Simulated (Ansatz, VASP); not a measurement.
# Hf5Si9O28 (amorphous 36HfO2-64SiO2 (mol %)): VASP beside Ansatz

Wanted: the spread between two codes on one cell, functional and k mesh. The structure shown is the start of the Ansatz relaxation below; VASP solves that cell, so the two are compared at the walk's first step.

Main program and level: Ansatz 0.2.0; plane waves, with VASP 6.6.1 beside it; single point at PBE.

## 1. Set-up

The cell holds 84 atoms: 10 Hf, 18 Si and 56 O. Cell: a = 10.707 Å, b = 10.707 Å, c = 10.707 Å, α = 90.0°, β = 90.0°, γ = 90.0°. As first built, before any earlier steps moved the atoms (in the runner's words): 84 atoms (10 Zr, 18 Si, 56 O) placed at random at 3.13 g/cm^3, melted at 5000 K for 10 ps at fixed volume with the Morse and Coulomb pair potential with partial charges (Pedone, Malavasi, Menziani, Cormack and Segre, J. Phys. Chem. B 110, 11780 (2006)). Quenched from 5000 K to 300 K at 50 K/ps and fixed volume, held 5 ps, then minimised at fixed cell. Then Zr was replaced by Hf (the potential has no terms for the new elements, so the cell is a start for a DFT relaxation).

## 2. Ansatz: relaxation, PBE

Ansatz runs on its default PAW (the set named soft_2) files.

The two programs are compared at the cell with which this relaxation starts, whose forces are those of its first step.

input.yaml reads:

```yaml
crystal:
  lattice:
    - [10.7072, 0.0, 0.0]
    - [0.0, 10.7072, 0.0]
    - [0.0, 0.0, 10.7072]
  atoms:
    - { symbol: Hf, position: [0.94386, 0.64164, 0.55496] }
    - { symbol: Hf, position: [0.19769, 0.18485, 0.95822] }
    - { symbol: Hf, position: [0.57792, 0.80684, 0.24274] }
    - { symbol: Hf, position: [0.24892, 0.29518, 0.24357] }
    - { symbol: Hf, position: [0.05231, 0.86443, 0.96995] }
    - { symbol: Hf, position: [0.40185, 0.97896, 0.78977] }
    - { symbol: Hf, position: [0.30296, 0.6664, 0.13369] }
    - { symbol: Hf, position: [0.80003, 0.90315, 0.83481] }
    - { symbol: Hf, position: [0.28148, 0.7133, 0.66961] }
    - { symbol: Hf, position: [0.05223, 0.11587, 0.39388] }
    - { symbol: Si, position: [0.31632, 0.30755, 0.73307] }
    - { symbol: Si, position: [0.63998, 0.92782, 0.55059] }
    - { symbol: Si, position: [0.52514, 0.71799, 0.90696] }
    - { symbol: Si, position: [0.46649, 0.08813, 0.10056] }
    - { symbol: Si, position: [0.90715, 0.58777, 0.88192] }
    - { symbol: Si, position: [0.97394, 0.25822, 0.74016] }
    - { symbol: Si, position: [0.77126, 0.54589, 0.13364] }
    - { symbol: Si, position: [0.41726, 0.56338, 0.39634] }
    - { symbol: Si, position: [0.70791, 0.25858, 0.1613] }
    - { symbol: Si, position: [0.75158, 0.18642, 0.44392] }
    - { symbol: Si, position: [0.1899, 0.49985, 0.90972] }
    - { symbol: Si, position: [0.99998, 0.6914, 0.25133] }
    - { symbol: Si, position: [0.74008, 0.22379, 0.88702] }
    - { symbol: Si, position: [0.56871, 0.44317, 0.79632] }
    - { symbol: Si, position: [0.67168, 0.46264, 0.52043] }
    - { symbol: Si, position: [0.12778, 0.38556, 0.52821] }
    - { symbol: Si, position: [0.87617, 0.94421, 0.16512] }
    - { symbol: Si, position: [0.09047, 0.91593, 0.66203] }
    - { symbol: O, position: [0.0867, 0.76402, 0.6261] }
    - { symbol: O, position: [0.05759, 0.17778, 0.82049] }
    - { symbol: O, position: [0.55138, 0.51068, 0.43971] }
    - { symbol: O, position: [0.68972, 0.31293, 0.49842] }
    - { symbol: O, position: [0.72805, 0.08474, 0.83485] }
    - { symbol: O, position: [0.95669, 0.7325, 0.386] }
    - { symbol: O, position: [0.57498, 0.1889, 0.13544] }
    - { symbol: O, position: [0.32471, 0.16204, 0.77912] }
    - { symbol: O, position: [0.74281, 0.90626, 0.202] }
    - { symbol: O, position: [0.77976, 0.22457, 0.03213] }
    - { symbol: O, position: [0.2228, 0.35341, 0.8546] }
    - { symbol: O, position: [0.91519, 0.73969, 0.90576] }
    - { symbol: O, position: [0.80444, 0.54172, 0.9808] }
    - { symbol: O, position: [0.3434, 0.18966, 0.09603] }
    - { symbol: O, position: [0.75092, 0.20506, 0.2932] }
    - { symbol: O, position: [0.97899, 0.81619, 0.15576] }
    - { symbol: O, position: [0.60551, 0.83676, 0.43608] }
    - { symbol: O, position: [0.42688, 0.67464, 0.28636] }
    - { symbol: O, position: [0.52106, 0.95764, 0.64114] }
    - { symbol: O, position: [0.03194, 0.33045, 0.63506] }
    - { symbol: O, position: [0.2706, 0.50366, 0.03521] }
    - { symbol: O, position: [0.14457, 0.66127, 0.24225] }
    - { symbol: O, position: [0.1161, 0.30966, 0.39937] }
    - { symbol: O, position: [0.79582, 0.5359, 0.49092] }
    - { symbol: O, position: [0.18807, 0.99694, 0.96922] }
    - { symbol: O, position: [0.68469, 0.06138, 0.49074] }
    - { symbol: O, position: [0.09397, 0.52491, 0.52034] }
    - { symbol: O, position: [0.46105, 0.7322, 0.04165] }
    - { symbol: O, position: [0.75341, 0.87508, 0.64442] }
    - { symbol: O, position: [0.95442, 0.03198, 0.2521] }
    - { symbol: O, position: [0.67811, 0.65303, 0.17327] }
    - { symbol: O, position: [0.18796, 0.73532, 0.99389] }
    - { symbol: O, position: [0.63046, 0.32645, 0.87054] }
    - { symbol: O, position: [0.89735, 0.58426, 0.73435] }
    - { symbol: O, position: [0.90736, 0.58525, 0.19495] }
    - { symbol: O, position: [0.99671, 0.92419, 0.77881] }
    - { symbol: O, position: [0.4381, 0.38176, 0.75159] }
    - { symbol: O, position: [0.04008, 0.51715, 0.91494] }
    - { symbol: O, position: [0.47719, 0.96752, 0.1883] }
    - { symbol: O, position: [0.84835, 0.28245, 0.79595] }
    - { symbol: O, position: [0.54288, 0.57178, 0.8712] }
    - { symbol: O, position: [0.64675, 0.79984, 0.89105] }
    - { symbol: O, position: [0.23876, 0.90605, 0.70713] }
    - { symbol: O, position: [0.88652, 0.96425, 0.0113] }
    - { symbol: O, position: [0.4215, 0.77603, 0.80124] }
    - { symbol: O, position: [0.23561, 0.57621, 0.79021] }
    - { symbol: O, position: [0.35539, 0.62741, 0.51752] }
    - { symbol: O, position: [0.63739, 0.47764, 0.66819] }
    - { symbol: O, position: [0.07796, 0.00862, 0.55297] }
    - { symbol: O, position: [0.11736, 0.27718, 0.10531] }
    - { symbol: O, position: [0.33998, 0.44977, 0.32308] }
    - { symbol: O, position: [0.89387, 0.17645, 0.48574] }
    - { symbol: O, position: [0.2279, 0.11892, 0.32043] }
    - { symbol: O, position: [0.46919, 0.03745, 0.95857] }
    - { symbol: O, position: [0.25595, 0.33836, 0.60113] }
    - { symbol: O, position: [0.71671, 0.40964, 0.16909] }
kpoints:
  mp_grid: { grid: [1, 1, 1] }
hamiltonian:
  xc: pbe
scf:
  occupations: { method: fermi_dirac, width: 0.025 }
output:
  forces: true
relax:
  f_tol: 0.04
  max_steps: 250
  cell: {}
```

The run is started by

```sh
$ ansatz run input.yaml --threads 4 --pin off --max-ram 8192MiB --backend cpu --events-out ev --progress --plain --runs-dir out
```

Numbers of over 12 decimals in the logs are rounded to 6 here.

The program printed:

```text
Engine: ansatz 0.2.0, x86_64-unknown-linux-gnu
Pseudopotentials: kind: paw
Pseudopotential: Hf, paw, valence charge 26, recommended cutoff 420 eV (normal), Hf.paw.azcp
Pseudopotential: Si, paw, valence charge 4, recommended cutoff 420 eV (normal), Si.paw.azcp
Pseudopotential: O, paw, valence charge 6, recommended cutoff 420 eV (normal), O.paw.azcp
Functional definition: PBE
  parameter kappa = 0.804
  parameter beta = 0.066725
  exchange = pbe_x(kappa = kappa, mu = beta*pi^2/3)
  correlation = pbe_c(beta = beta)
Crystal: 84 atoms, lattice volume = 1227.518 Å³
Basis set: ecut = 420 eV, 23871 PW (Γ), exchange–correlation on 144×144×144 points (8 copies of the dense FFT grid, shifted against one another)
Bands: 418, of which v1, the nominal top of the filled ones, is band 334 counted from 1 (333 counted from 0)
Symmetry: 1 space group operations
Space group: P1 (ITA 1), of the structure as read, at distance tolerance 1.1e-4 Å
k-points: 1
Non-local potential: Hf, projectors of the file, l = 0: 3, l = 1: 2, l = 2: 2, l = 3: 3
Non-local potential: Si, projectors of the file, l = 0: 2, l = 1: 2, l = 2: 2
Non-local potential: O, projectors of the file, l = 0: 2, l = 1: 2, l = 2: 1
PAW form: soft (Blöchl's): semilocal exchange-correlation on the pseudo side does not see the compensation charge
PAW one-centre angular grid: Hf, 590 points (default); XC on 64 Gauss nodes
PAW one-centre angular grid: Si, 110 points (default); XC on 64 Gauss nodes
PAW one-centre angular grid: O, 110 points (default); XC on 64 Gauss nodes
Initial density: superposition of atomic densities (neutral atoms: chi_scale 0, normalization atom), corrected by the library's trained network
Initial wavefunctions: pseudopotential atomic-orbital guess
Functional: x = pbe(κ = 0.804, μ = 0.219515), c = pbe(β = 0.066725)
SCF iter   1: F=—  HF=-200532.933738 eV  |F-HF|=—  |Δ(HF+E_count)|=         —  Δρ=3.38e-3  dr2=1.53e-1  ethr=1.77e-3  ⟨swp⟩=5.0  Hψ=1719  notcnv=0  defer=47
preconditioner: auto → Resta (q_TF=auto, 2.465 Å⁻¹)  ε∞=4.1  [insulator: Δε(μ)=3.708 eV  Ē_g=14.651 eV  σ=0.025 eV  W_gap=1.00  n_scr=304 (ndim 8)  ℏωp=25.7 eV  f_vac=0.206  D(μ)=0.00/eV (n_scr^D=0)  ε∞_Penn≈4.1]
SCF iter   2: F=—  HF=-200532.922236 eV  |F-HF|=—  |Δ(HF+E_count)|=   1.15e-2  Δρ=1.71e-3  dr2=3.05e-2  ethr=2.30e-5  ⟨swp⟩=2.0  Hψ=731  notcnv=0  defer=75
SCF iter   3: F=—  HF=-200532.923226 eV  |F-HF|=—  |Δ(HF+E_count)|=   9.90e-4  Δρ=7.85e-4  dr2=1.04e-2  ethr=4.56e-6  ⟨swp⟩=2.0  Hψ=593  notcnv=0  defer=75
SCF iter   4: F=—  HF=-200532.923792 eV  |F-HF|=—  |Δ(HF+E_count)|=   5.66e-4  Δρ=3.56e-4  dr2=1.80e-3  ethr=1.56e-6  ⟨swp⟩=2.0  Hψ=686  notcnv=0  defer=75
SCF iter   5: F=—  HF=-200532.923673 eV  |F-HF|=—  |Δ(HF+E_count)|=   1.19e-4  Δρ=1.56e-4  dr2=3.45e-4  ethr=2.70e-7  ⟨swp⟩=2.0  Hψ=660  notcnv=0  defer=75
SCF iter   6: F=—  HF=-200532.923769 eV  |F-HF|=—  |Δ(HF+E_count)|=   9.56e-5  Δρ=5.96e-5  dr2=4.97e-5  ethr=5.16e-8  ⟨swp⟩=2.0  Hψ=582  notcnv=0  defer=75
SCF iter   7: F=—  HF=-200532.925907 eV  |F-HF|=—  |Δ(HF+E_count)|=   2.14e-3  Δρ=2.66e-5  dr2=9.65e-6  ethr=7.44e-9  ⟨swp⟩=2.0  Hψ=737  notcnv=0  defer=75
SCF iter   8: F=—  HF=-200532.925911 eV  |F-HF|=—  |Δ(HF+E_count)|=   3.66e-6  Δρ=1.05e-5  dr2=1.75e-6  ethr=1.45e-9  ⟨swp⟩=2.0  Hψ=677  notcnv=0  defer=75
SCF iter   9: F=—  HF=-200532.925912 eV  |F-HF|=—  |Δ(HF+E_count)|=   1.10e-6  Δρ=7.00e-6  dr2=5.79e-7  ethr=2.61e-10  ⟨swp⟩=2.0  Hψ=677  notcnv=0  defer=75
SCF iter  10: F=-200532.925912 eV  HF=-200532.925912 eV  |F-HF|=2.94e-8  |Δ(HF+E_count)|=   1.41e-8  Δρ=2.06e-6  dr2=6.02e-8  ethr=1.50e-11  ⟨swp⟩=2.0  Hψ=1422  notcnv=0
SCF 1 converged in 10 iterations: F = -200532.925912 eV  dr2 = 6.02e-8
  greatest PAW one-centre occupation: 0.999 electrons in one spin orbital (limit 2), on the Hf atom at site 7 (counted from 0), in its partial waves of l = 0
relax step   1: F+E_penalty+E_count = -200532.92591216 eV  Δ(F+E_penalty+E_count) = +0.000e0 eV  max|allowed force component| = 3.188e0 eV/Å  Δτ_max = 0.0000 Å  P = -0.621 GPa  Ω = 1227.518 Å³  (10 SCF iters, dr2 threshold 1.00e-7 eV, accepted)
Crystal: 84 atoms, lattice volume = 1189.607 Å³
Basis set: ecut = 420 eV, 23235 PW (Γ), exchange–correlation on 144×144×144 points (8 copies of the dense FFT grid, shifted against one another)
Initial density: handed on by an earlier stage of this run
Initial wavefunctions: those handed on with the density
iter 1 solved again at ethr=4.95e-4 eV; its pass at ethr=3.10e-3 eV (dr2=3.30e0 eV) is discarded
SCF iter   1: F=—  HF=-200537.020208 eV  |F-HF|=—  |Δ(HF+E_count)|=         —  Δρ=1.70e-2  dr2=3.35e0  ethr=4.95e-4  ⟨swp⟩=3.0  Hψ=1902  notcnv=0
preconditioner: auto → Resta (q_TF=auto, 2.478 Å⁻¹)  ε∞=3.7  [insulator: Δε(μ)=3.999 eV  Ē_g=16.539 eV  σ=0.025 eV  W_gap=1.00  n_scr=300 (ndim 8)  ℏωp=27.2 eV  f_vac=0.192  D(μ)=0.00/eV (n_scr^D=0)  ε∞_Penn≈3.7]
[...]
atom  61  O     -0.00322138     0.00372553    -0.00049333
  atom  62  O     -0.00337303     0.00090731     0.00659987
  atom  63  O      0.00267166     0.00257205     0.00733127
  atom  64  O     -0.01166156    -0.00127095     0.00588091
  atom  65  O      0.00220142    -0.00026285    -0.00518694
  atom  66  O     -0.00033486    -0.00472272     0.00078085
  atom  67  O     -0.00106248     0.00465598     0.00208080
  atom  68  O     -0.00308713    -0.00184128    -0.00115323
  atom  69  O     -0.00002353     0.00262521     0.00437233
  atom  70  O      0.00083165     0.00229730    -0.00167712
  atom  71  O      0.00016344    -0.00356670     0.00116171
  atom  72  O      0.00101155    -0.01252624     0.00467685
  atom  73  O     -0.00192596     0.00326656     0.00258508
  atom  74  O     -0.00540205    -0.00814998     0.00499130
  atom  75  O     -0.00105218     0.00151946     0.00014325
  atom  76  O     -0.00270041    -0.00403983    -0.00103505
  atom  77  O      0.00233995    -0.00248795    -0.00250942
  atom  78  O      0.00232848     0.00287717     0.00869532
  atom  79  O      0.00398248     0.00157650    -0.00245699
  atom  80  O      0.00049224    -0.00100334     0.00210618
  atom  81  O     -0.00407905     0.00220701    -0.00395240
  atom  82  O     -0.00086393    -0.00038687     0.00625261
  atom  83  O     -0.00530826    -0.00418107     0.00083332
  atom  84  O     -0.00189080     0.00000417     0.00014534
  max |Σ_I F_I| component: 7.22e-5 eV/Å
--- Stress (GPa, compression-positive) ---
        0.008085       0.003733      -0.001949
        0.003734       0.010915       0.008264
       -0.001949       0.008265      -0.018794
  P = ⅓ Tr σ = 0.0001 GPa (0.001 kbar)
--- Relaxed structure (12 steps of the walk, 12 accepted, 2 SCFs on fresh bases) ---
  F+E_penalty+E_count = -200538.79681927 eV   max|allowed force component| = 2.248e-2 eV/Å   (the final SCF, on the basis selected at the relaxed cell)
  cell:  # Å, volume = 1173.6242 Å³
    - [10.710131, -0.022198, -0.206581]
    - [-0.022198, 10.769076, -0.084440]
    - [-0.206581, -0.084440, 10.180199]
  atoms:
    - { symbol: Hf, position: [0.948459, 0.611802, 0.545992] }
    - { symbol: Hf, position: [0.175998, 0.178623, 0.941838] }
    - { symbol: Hf, position: [0.580754, 0.811250, 0.233948] }
    - { symbol: Hf, position: [0.247031, 0.281702, 0.238358] }
    - { symbol: Hf, position: [0.061992, 0.865783, 0.973160] }
    - { symbol: Hf, position: [0.411089, 0.985006, 0.782511] }
    - { symbol: Hf, position: [0.293199, 0.659433, 0.136303] }
    - { symbol: Hf, position: [0.790061, 0.904323, 0.835887] }
    - { symbol: Hf, position: [0.283355, 0.704217, 0.668230] }
    - { symbol: Hf, position: [0.057495, 0.112703, 0.397617] }
    - { symbol: Si, position: [0.313445, 0.306418, 0.729255] }
    - { symbol: Si, position: [0.638363, 0.934325, 0.544594] }
    - { symbol: Si, position: [0.523894, 0.718839, 0.911810] }
    - { symbol: Si, position: [0.476000, 0.093469, 0.104682] }
    - { symbol: Si, position: [0.906748, 0.596780, 0.883306] }
    - { symbol: Si, position: [0.949073, 0.244378, 0.694660] }
    - { symbol: Si, position: [0.774653, 0.551989, 0.131161] }
    - { symbol: Si, position: [0.418814, 0.551620, 0.394712] }
    - { symbol: Si, position: [0.719280, 0.267826, 0.169688] }
    - { symbol: Si, position: [0.756752, 0.190849, 0.461920] }
    - { symbol: Si, position: [0.183918, 0.497835, 0.904872] }
    - { symbol: Si, position: [0.999965, 0.694338, 0.257859] }
    - { symbol: Si, position: [0.743160, 0.225346, 0.886218] }
    - { symbol: Si, position: [0.568821, 0.443598, 0.800040] }
    - { symbol: Si, position: [0.672781, 0.453826, 0.526572] }
    - { symbol: Si, position: [0.119115, 0.385024, 0.522771] }
    - { symbol: Si, position: [0.877252, 0.941188, 0.165831] }
    - { symbol: Si, position: [0.094097, 0.899943, 0.658035] }
    - { symbol: O, position: [0.097080, 0.750040, 0.619788] }
    - { symbol: O, position: [0.047393, 0.168824, 0.786659] }
    - { symbol: O, position: [0.556047, 0.496057, 0.431691] }
    - { symbol: O, position: [0.675588, 0.300785, 0.525168] }
    - { symbol: O, position: [0.725156, 0.081071, 0.837333] }
    - { symbol: O, position: [0.943217, 0.731125, 0.397931] }
    - { symbol: O, position: [0.584370, 0.196797, 0.153402] }
    - { symbol: O, position: [0.322135, 0.161327, 0.775509] }
    - { symbol: O, position: [0.737946, 0.909693, 0.199847] }
    - { symbol: O, position: [0.797429, 0.228504, 0.039792] }
    - { symbol: O, position: [0.218277, 0.354686, 0.846915] }
    - { symbol: O, position: [0.912465, 0.745811, 0.918738] }
    - { symbol: O, position: [0.796156, 0.537130, 0.969835] }
    - { symbol: O, position: [0.348898, 0.186344, 0.099627] }
    - { symbol: O, position: [0.786957, 0.223974, 0.310410] }
    - { symbol: O, position: [0.983431, 0.823147, 0.166175] }
    - { symbol: O, position: [0.596079, 0.835089, 0.430127] }
    - { symbol: O, position: [0.430602, 0.666736, 0.289186] }
    - { symbol: O, position: [0.519938, 0.978361, 0.636069] }
    - { symbol: O, position: [0.015233, 0.367455, 0.635690] }
    - { symbol: O, position: [0.266789, 0.499979, 0.042368] }
    - { symbol: O, position: [0.149102, 0.669433, 0.254237] }
    - { symbol: O, position: [0.086803, 0.306269, 0.387156] }
    - { symbol: O, position: [0.802799, 0.510766, 0.479202] }
[...]
- { symbol: O, position: [0.074682, -0.00954147, 0.536461] }
    - { symbol: O, position: [0.118737, 0.271034, 0.095964] }
    - { symbol: O, position: [0.331893, 0.441283, 0.321314] }
    - { symbol: O, position: [0.896806, 0.177537, 0.547734] }
    - { symbol: O, position: [0.223079, 0.121498, 0.326511] }
    - { symbol: O, position: [0.484803, 0.041022, 0.951970] }
    - { symbol: O, position: [0.248844, 0.323663, 0.583756] }
    - { symbol: O, position: [0.715754, 0.418899, 0.177266] }
```

(Part 1 of 2 ends here.)

[Lines on the potential files, build, host, timing and source positions are cut from VASP's logs without a mark.]

[Logs are printed without paths, hosts, clocks, repeated set-up lines and the standing remarks that a program may print on its own settings, such as how far it seeks lower states.]

[Hosts, paths, dates, database ids (printed as entryN), source tags and the programs' standing remarks are cut or masked in the printed files.]
